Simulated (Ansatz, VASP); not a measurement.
## AlIn in VASP and in Ansatz

```
Al In
1.0
     3.11403    0.00000    0.00000
    -1.55702    2.69684    0.00000
     0.00000    0.00000    5.94232
Al In
1 1
Cartesian
  0.0000 0.0000 0.0000
  0.0000 0.0000 2.9712
```

The cell was built by a generator and needn't be a form met in nature.

Alike in both runs: task single point; functional PBE; k mesh 10 × 10 × 5; occupations fermi-dirac, width 0.05 eV; no spin polarisation.

|  | VASP | Ansatz |
| --- | --- | --- |
| version | VASP 6.6.1 | Ansatz 0.2.0 |
| potentials or method | VASP PAW PBE potentials, release 64 (Al, In_d) | Ansatz PAW |
| plane-wave cutoff (eV) | 520 | 420 |
| valence electrons in the cell | 16 | 16 |

|  | VASP | Ansatz | Ansatz less VASP |
| --- | --- | --- | --- |
| gap on the k mesh at the Fermi level (eV) | none | none | - |
| pressure (GPa) | -2.4 | -2.3 | +0.03 |
| largest component of the traceless stress (GPa) | 0.53 | 0.52 | -0.010 |

A gap of «none» marks a metal or a gap that the smearing closes.
